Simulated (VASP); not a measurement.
# The low-index faces of Os

How do surface energy, work function and relaxation of Os depend on the face?

Main program and level: VASP 6.6.1; PBEsol; plane waves and PAW (Os).

## Step 1: Starting point

It takes space group P6_3/mmc (No. 194, hexagonal). The conventional cell has a = 2.740 Å, b = 2.740 Å, c = 4.326 Å, α = 90.00°, β = 90.00°, γ = 120.00°. Os has 12 Os at 2.68 to 2.74 Å nearest.

Structure file:

```cif
data_structure
_symmetry_space_group_name_H-M 'P 1'
_symmetry_Int_Tables_number 1
_cell_length_a 2.7400
_cell_length_b 2.7400
_cell_length_c 4.3265
_cell_angle_alpha 90.000
_cell_angle_beta 90.000
_cell_angle_gamma 120.000
_cell_volume 28.13
loop_
_atom_site_label
_atom_site_type_symbol
_atom_site_fract_x
_atom_site_fract_y
_atom_site_fract_z
_atom_site_occupancy
Os1 Os 0.00000 0.00000 0.00000 1
Os2 Os 0.33333 0.66667 0.50000 1
```

## Step 2: The bulk reference, job relaxation, k-mesh 16×16×9

The bulk crystal is relaxed first, so that the slabs are cut at this functional's lattice.

INCAR reads:

```
SYSTEM = Os
PREC = Accurate
ENCUT = 420
EDIFF = 1E-06
NELM = 120
ISMEAR = 1
SIGMA = 0.15
LREAL = .FALSE.
ALGO = Normal
GGA = PS
NBANDS = 14
LASPH = .TRUE.
LORBIT = 11
LWAVE = .FALSE.
LCHARG = .FALSE.
KPAR = 4
IBRION = 2
NSW = 30
ISIF = 3
EDIFFG = -0.01
POTIM = 0.4
```

POSCAR reads:

```
Os
1.0
    2.7400000000      0.0000000000      0.0000000000
   -1.3700000000      2.3729096064      0.0000000000
    0.0000000000      0.0000000000      4.3264600000
Os
2
Direct
    0.0000000000      0.0000000000      0.0000000000
    0.3333333333      0.6666666667      0.5000000000
```

KPOINTS reads:

```
Automatic mesh
0
Gamma
16 16 9
0 0 0
```

Potentials, in the order of the species: Os (PBE family, release 64).

Run with:

```sh
$ mpirun -np 4 vasp_std
```

Output:

```text
[banner, memory and clock lines left out]
running    4 mpi-ranks, on    1 nodes
 distrk:  each k-point on    1 cores,    4 groups
 distr:  one band on    1 cores,    1 groups

 POSCAR found type information on POSCAR Os
 POSCAR found :  1 types and       2 ions
|                                                                             |
|               ----> ADVICE to this user running VASP <----                  |
|                                                                             |
|     You enforced a specific xc type in the INCAR file but a different       |
|     [... a line on the potential file left out ...]
|     I HOPE YOU KNOW WHAT YOU ARE DOING!                                     |
|                                                                             |

 LDA part: xc-table for (Slater+PW92), standard interpolation
 POSCAR, INCAR and KPOINTS ok, starting setup
 FFT: planning ... GRIDC
 FFT: planning ... GRID_SOFT
 FFT: planning ... GRID
 WAVECAR not read
 entering main loop
       N       E                     dE             d eps       ncg     rms          rms(c)
DAV:   1     0.782800935251E+02    0.78280E+02   -0.66075E+03  4624   0.902E+02
DAV:   2    -0.221361877996E+02   -0.10042E+03   -0.89229E+02  4392   0.320E+02
DAV:   3    -0.260186055137E+02   -0.38824E+01   -0.37517E+01  5514   0.528E+01
DAV:   4    -0.260512950890E+02   -0.32690E-01   -0.32592E-01  4590   0.503E+00
DAV:   5    -0.260514879892E+02   -0.19290E-03   -0.19289E-03  5426   0.354E-01    0.240E+01
DAV:   6    -0.248380188743E+02    0.12135E+01   -0.11535E+00  5172   0.920E+00    0.107E+01
DAV:   7    -0.244948567795E+02    0.34316E+00   -0.74114E-01  5302   0.727E+00    0.530E-01
DAV:   8    -0.244887322380E+02    0.61245E-02   -0.68389E-03  4304   0.642E-01    0.358E-01
DAV:   9    -0.244855553837E+02    0.31769E-02   -0.18079E-03  4932   0.452E-01    0.504E-02
DAV:  10    -0.244855723415E+02   -0.16958E-04   -0.71877E-05  5286   0.771E-02    0.116E-02
DAV:  11    -0.244855523138E+02    0.20028E-04   -0.45791E-06  4668   0.225E-02    0.146E-03
DAV:  12    -0.244855516588E+02    0.65502E-06   -0.12035E-07  2598   0.379E-03
   1 F= -.24485552E+02 E0= -.24485771E+02  d E =-.244856E+02
 curvature:   0.00 expect dE= 0.000E+00 dE for cont linesearch  0.000E+00
 trial: gam= 0.00000 g(F)=  0.300E-50 g(S)=  0.437E-01 ort = 0.000E+00 (trialstep = 0.100E+01)
 search vector abs. value=  0.437E-01
 bond charge predicted
       N       E                     dE             d eps       ncg     rms          rms(c)
DAV:   1    -0.245631441521E+02   -0.77592E-01   -0.36525E+00  4314   0.148E+01    0.574E+00
DAV:   2    -0.244511171861E+02    0.11203E+00   -0.11387E-01  4830   0.359E+00    0.217E+00
DAV:   3    -0.244282251084E+02    0.22892E-01   -0.55043E-02  5274   0.224E+00    0.169E-01
DAV:   4    -0.244288834345E+02   -0.65833E-03   -0.95686E-04  4512   0.199E-01    0.466E-02
DAV:   5    -0.244290699486E+02   -0.18651E-03   -0.12736E-04  5456   0.913E-02    0.185E-02
DAV:   6    -0.244290912738E+02   -0.21325E-04   -0.15217E-05  4770   0.347E-02    0.549E-03
DAV:   7    -0.244290906739E+02    0.59987E-06   -0.33339E-07  3036   0.679E-03
   2 F= -.24429091E+02 E0= -.24429311E+02  d E =0.564610E-01
[...]
3 F= -.24490591E+02 E0= -.24490806E+02  d E =-.503897E-02
[...]
4 F= -.24490592E+02 E0= -.24490807E+02  d E =-.504022E-02
[...]
5 F= -.24490594E+02 E0= -.24490839E+02  d E =-.179057E-05
 trial-energy change:   -0.000002  1 .order   -0.000002   -0.000038    0.000034
 step:   0.4433(harm=  0.4433)  dis= 0.00000  next Energy=   -24.490602 (dE=-0.983E-05)
 bond charge predicted
       N       E                     dE             d eps       ncg     rms          rms(c)
DAV:   1    -0.244906110137E+02   -0.17398E-04   -0.69604E-04  4368   0.202E-01    0.145E-02
DAV:   2    -0.244906040947E+02    0.69189E-05   -0.79890E-06  5048   0.336E-02    0.739E-03
DAV:   3    -0.244906018806E+02    0.22141E-05   -0.31416E-06  4464   0.145E-02    0.144E-03
DAV:   4    -0.244906018880E+02   -0.74391E-08   -0.25889E-07  2160   0.597E-03
   6 F= -.24490602E+02 E0= -.24490833E+02  d E =-.100052E-04
 curvature:  -0.22 expect dE=-0.261E-06 dE for cont linesearch -0.212E-09
 trial: gam= 0.00571 g(F)=  0.423E-49 g(S)=  0.117E-05 ort =-0.206E-06 (trialstep = 0.765E+00)
 search vector abs. value=  0.117E-05
 reached required accuracy - stopping structural energy minimisation
```

The job ended after 16 s (4 MPI ranks of Intel Xeon 6975P-C (Granite Rapids), shared host; peak memory 0.64 GiB; 61 s of CPU time).

The logs omit lines about the potential files and the build; timing stands in the text.

Parts of OUTCAR (step 2):

```text
ion  position               nearest neighbor table
   1  0.000  0.000  0.000-   2 2.68   2 2.68   2 2.68   2 2.68   2 2.68   2 2.68
   2  0.333  0.667  0.500-   1 2.68   1 2.68   1 2.68   1 2.68   1 2.68   1 2.68

  LATTYP: Found a hexagonal cell.
 ALAT       =     2.7400000000
 C/A-ratio  =     1.5790000000

 Subroutine GETGRP returns: Found 24 space group operations
 (whereof 12 operations were pure point group operations)

The static configuration has the point symmetry D_3h.
 The point group associated with its full space group is D_6h.

 Found    150 irreducible k-points:

   k-points           NKPTS =    150   k-points in BZ     NKDIM =    150   number of bands    NBANDS=     14

   dimension x,y,z NGX =    18 NGY =   18 NGZ =   30
   dimension x,y,z NGXF=    36 NGYF=   36 NGZF=   60

   ENCUT  =  420.0 eV  30.87 Ry    5.56 a.u.   4.58  4.58  7.23*2*pi/ulx,y,z

   NELECT =      16.0000    total number of electrons

 k-points in reciprocal lattice and weights: Automatic mesh
   0.00000000  0.00000000  0.00000000       0.000
   0.06250000 -0.00000000  0.00000000       0.003
   0.12500000 -0.00000000  0.00000000       0.003
   0.18750000 -0.00000000  0.00000000       0.003
   0.25000000 -0.00000000  0.00000000       0.003
   0.31250000 -0.00000000  0.00000000       0.003
   0.37500000 -0.00000000  0.00000000       0.003
   0.43750000 -0.00000000  0.00000000       0.003
   0.50000000 -0.00000000  0.00000000       0.001
[...]
0.37500000  0.25000000  0.44444444       0.005
   0.31250000  0.31250000  0.44444444       0.005

 average (electrostatic) potential at core
       1 -43.0133       2 -43.0133

 E-fermi :   9.4116

 k-point     1 :       0.0000    0.0000    0.0000
  band No.  band energies     occupation
    ...
      6       7.1563      2.00000
      7       7.1563      2.00000
      8       7.8208      2.00000
      9       7.8208      2.00000
     10       9.3979      1.15417
     11      11.1096     -0.00000
     12      11.1096     -0.00000
     13      18.5161      0.00000
     14      23.4319      0.00000

 k-point     2 :       0.0625   -0.0000    0.0000
  band No.  band energies     occupation
    ...
      6       7.0611      2.00000
      7       7.2881      2.00000
      8       7.6205      2.00000
      9       7.7055      2.00000
     10       8.6950      2.00000
     11      11.1903     -0.00000
     12      12.0538     -0.00000
     13      18.5049      0.00000
     14      23.7653      0.00000

 k-point     3 :       0.1250   -0.0000    0.0000
  band No.  band energies     occupation
    ...
      6       6.8596      2.00000
      7       7.3210      2.00000
      8       7.4089      2.00000
      9       7.6759      2.00000
     10       8.0587      2.00000
     11      11.3874     -0.00000
     12      13.6203      0.00000
     13      18.4410      0.00000
     14      24.6410      0.00000

  Total        0.0044761      0.0044761      0.0045506      0.0000000      0.0000000      0.0000000
  in kB        0.2579092      0.2579092      0.2622004      0.0000000      0.0000000      0.0000000
  external PRESSURE =       0.2593396 kB  Pullay stress =       0.0000000 kB

  energy-cutoff  :      420.00
  volume of cell :       27.81
      direct lattice vectors                 reciprocal lattice vectors
     2.729030253 -0.000000000  0.000000000     0.366430529  0.211558765  0.000000000
    -1.364515126  2.363409526 -0.000000000     0.000000000  0.423117529  0.000000000
     0.000000000 -0.000000000  4.311170193     0.000000000  0.000000000  0.231955584

 POSITION                                       TOTAL-FORCE (eV/Angst)
 -----------------------------------------------------------------------------------
      0.00000      0.00000      0.00000         0.000000     -0.000000      0.000000
     -0.00000      1.57561      2.15559        -0.000000      0.000000      0.000000
 -----------------------------------------------------------------------------------
    total drift:                                0.000000     -0.000000     -0.000000

  FREE ENERGIE OF THE ION-ELECTRON SYSTEM (eV)
  ---------------------------------------------------
  free  energy   TOTEN  =       -24.4906018880 eV

  energy  without entropy=      -24.4912965405  energy(sigma->0) =      -24.49083344

 reached required accuracy - stopping structural energy minimisation

 total charge
# of ion       s       p       d       tot
------------------------------------------
    1        0.665   0.798   6.045   7.507
    2        0.665   0.798   6.045   7.507
--------------------------------------------------
tot          1.330   1.595  12.090  15.015

[... 3 further parts left out ...]
```

The PAW data sets were made with PBE, which is usual practice but a small mismatch for other functionals. The run keeps the 24 symmetry operations of its start, so it cannot find a distortion of lower symmetry.

Relaxation path:

```csv
step,energy less that of the first step (eV),largest force (eV/Å),pressure (GPa),volume (Å³)
1,0.0000,0.0000,-4.95,28.13
2,0.0565,0.0000,19.16,26.74
3,-0.0050,0.0000,-0.07,27.81
4,-0.0050,0.0000,0.02,27.81
5,-0.0050,0.0000,0.03,27.81
6,-0.0051,0.0000,0.03,27.81
```

```
conventional cell, symmetrised  before  after  change
                         a (Å)   2.740  2.729  -0.4 %
                         b (Å)   2.740  2.729  -0.4 %
                         c (Å)   4.326  4.311  -0.4 %
              volume (Å³/atom)   14.06  13.90  -1.1 %
```

The relaxed structure:

```cif
data_structure
_symmetry_space_group_name_H-M 'P 1'
_symmetry_Int_Tables_number 1
_cell_length_a 2.7290
_cell_length_b 2.7290
_cell_length_c 4.3112
_cell_angle_alpha 90.000
_cell_angle_beta 90.000
_cell_angle_gamma 120.000
_cell_volume 27.81
loop_
_atom_site_label
_atom_site_type_symbol
_atom_site_fract_x
_atom_site_fract_y
_atom_site_fract_z
_atom_site_occupancy
Os1 Os 0.00000 0.00000 0.00000 1
Os2 Os 0.33333 0.66667 0.50000 1
```

This step gave:

```
electronic cycles       : 37
electrons               : 16
free energy (TOTEN)     : -24.49 eV
energy at zero smearing : -24.49 eV
Fermi energy            : 9.412 eV
metallic                : yes
```

The run ended after 6 ionic steps, 0.005 eV below its first step, once forces and stress met EDIFFG = -0.01.

Energy at zero smearing: -24.49083 eV.

## Step 3: The bulk reference, job self-consistent run, k-mesh 19×19×11

INCAR reads:

```
SYSTEM = Os
PREC = Normal
ENCUT = 320
EDIFF = 1E-06
NELM = 120
ISMEAR = 1
SIGMA = 0.15
LREAL = .FALSE.
ALGO = Fast
GGA = PS
NBANDS = 14
LASPH = .TRUE.
LORBIT = 11
LWAVE = .FALSE.
LCHARG = .FALSE.
KPAR = 4
```

POSCAR reads:

```
Os
1.0
    2.7290302526      0.0000000000      0.0000000000
   -1.3645151263      2.3634095265      0.0000000000
    0.0000000000      0.0000000000      4.3111701926
Os
2
Direct
    0.0000000000      0.0000000000      0.0000000000
    0.3333333333      0.6666666667      0.5000000000
```

KPOINTS reads:

```
Automatic mesh
0
Gamma
19 19 11
0 0 0
```

Run with:

```sh
$ mpirun -np 4 vasp_std
```

Output:

```text
[banner, memory and clock lines left out]
running    4 mpi-ranks, on    1 nodes
 distrk:  each k-point on    1 cores,    4 groups
 distr:  one band on    1 cores,    1 groups

 POSCAR found type information on POSCAR Os
 POSCAR found :  1 types and       2 ions
 [... a notice as in an earlier step ...]

 LDA part: xc-table for (Slater+PW92), standard interpolation
 POSCAR, INCAR and KPOINTS ok, starting setup
 FFT: planning ... GRIDC
 FFT: planning ... GRID_SOFT
 FFT: planning ... GRID
 WAVECAR not read
 entering main loop
       N       E                     dE             d eps       ncg     rms          rms(c)
DAV:   1     0.516294697070E+02    0.51629E+02   -0.57572E+03  7822   0.719E+02
DAV:   2    -0.237378408397E+02   -0.75367E+02   -0.67281E+02  7134   0.276E+02
DAV:   3    -0.260268693799E+02   -0.22890E+01   -0.22346E+01  8784   0.399E+01
DAV:   4    -0.260406234489E+02   -0.13754E-01   -0.13747E-01  7442   0.321E+00
DAV:   5    -0.260407055929E+02   -0.82144E-04   -0.82142E-04  8622   0.227E-01    0.258E+01
RMM:   6    -0.248277165991E+02    0.12130E+01   -0.97722E-01  6727   0.750E+00    0.105E+01
RMM:   7    -0.244863856016E+02    0.34133E+00   -0.11611E+00  6834   0.681E+00    0.764E-01
RMM:   8    -0.244853607270E+02    0.10249E-02   -0.71756E-02  7224   0.326E+00    0.174E+00
RMM:   9    -0.244885025011E+02   -0.31418E-02   -0.29621E-02  7267   0.112E+00    0.141E+00
RMM:  10    -0.244826896336E+02    0.58129E-02   -0.14776E-02  6842   0.137E+00    0.365E-01
RMM:  11    -0.244827553832E+02   -0.65750E-04   -0.12905E-03  7257   0.280E-01    0.366E-01
RMM:  12    -0.244827587901E+02   -0.34069E-05   -0.56544E-05  7468   0.615E-02    0.107E-01
RMM:  13    -0.244827572757E+02    0.15144E-05   -0.12500E-05  7370   0.362E-02    0.160E-01
RMM:  14    -0.244827572701E+02    0.56281E-08   -0.48184E-06  7063   0.146E-02
   1 F= -.24482757E+02 E0= -.24482923E+02  d E =0.497113E-03
```

The job ended after 3.6 s (4 MPI ranks; peak memory 0.54 GiB; 12 s of CPU time).

Parts of OUTCAR (step 3):

```text
  LATTYP: Found a hexagonal cell.
 ALAT       =     2.7290302526
 C/A-ratio  =     1.5797443757

 Found    240 irreducible k-points:

   k-points           NKPTS =    240   k-points in BZ     NKDIM =    240   number of bands    NBANDS=     14

   dimension x,y,z NGX =    12 NGY =   12 NGZ =   20
   dimension x,y,z NGXF=    24 NGYF=   24 NGZF=   40

   ENCUT  =  320.0 eV  23.52 Ry    4.85 a.u.   3.98  3.98  6.29*2*pi/ulx,y,z

   NELECT =      16.0000    total number of electrons

 E-fermi :   9.4199

 k-point     1 :       0.0000    0.0000    0.0000
  band No.  band energies     occupation
    ...
      6       7.1546      2.00000
      7       7.1546      2.00000
      8       7.8117      2.00000
      9       7.8117      2.00000
     10       9.3937      1.29032
     11      11.0981     -0.00000
     12      11.0981     -0.00000
     13      18.5084      0.00000
     14      23.4383      0.00000

 k-point     2 :       0.0526   -0.0000    0.0000
  band No.  band energies     occupation
    ...
      6       7.0845      2.00000
      7       7.2479      2.00000
      8       7.6766      2.00000
      9       7.7292      2.00000
     10       8.8347      2.00000
     11      11.1566     -0.00000
     12      11.8237     -0.00000
     13      18.5016      0.00000
     14      23.6766      0.00000

  Total       -0.1908065     -0.1908065     -0.3859649     -0.0000000      0.0000000      0.0000000
  in kB      -10.9941399    -10.9941399    -22.2390315     -0.0000000      0.0000000      0.0000000
  external PRESSURE =     -14.7424371 kB  Pullay stress =       0.0000000 kB

  energy-cutoff  :      320.00
  volume of cell :       27.81
      direct lattice vectors                 reciprocal lattice vectors
     2.729030253  0.000000000  0.000000000     0.366430529  0.211558765  0.000000000
    -1.364515126  2.363409526  0.000000000     0.000000000  0.423117529  0.000000000
     0.000000000  0.000000000  4.311170193     0.000000000  0.000000000  0.231955584

  FREE ENERGIE OF THE ION-ELECTRON SYSTEM (eV)
  ---------------------------------------------------
  free  energy   TOTEN  =       -24.4827572701 eV

  energy  without entropy=      -24.4832543827  energy(sigma->0) =      -24.48292297

 total charge
# of ion       s       p       d       tot
------------------------------------------
    1        0.665   0.799   6.072   7.536
    2        0.665   0.799   6.072   7.536
--------------------------------------------------
tot          1.330   1.599  12.145  15.073

[... 3 parts as in an earlier step ...]

[... 7 further parts left out ...]
```

Numbers from this step:

| Property | Result |
| --- | --- |
| electronic cycles | 14 |
| free energy (TOTEN) | -24.48 eV |
| energy at zero smearing | -24.48 eV |
| Fermi energy | 9.420 eV |

Energy at zero smearing: -24.48292 eV.

The run ends at a pressure of -1.47 GPa.

(Continued in part 2 of 5.)

[Lines on the potential files, build, host, timing and source positions are cut from VASP's logs without a mark.]

[Logs are printed without paths, hosts, clocks, repeated set-up lines and the standing remarks that a program may print on its own settings, such as how far it seeks lower states.]

[Hosts, paths, dates, database ids (printed as entryN), source tags and the programs' standing remarks are cut or masked in the printed files.]

[Runs that stopped without an error message from VASP are left out.]
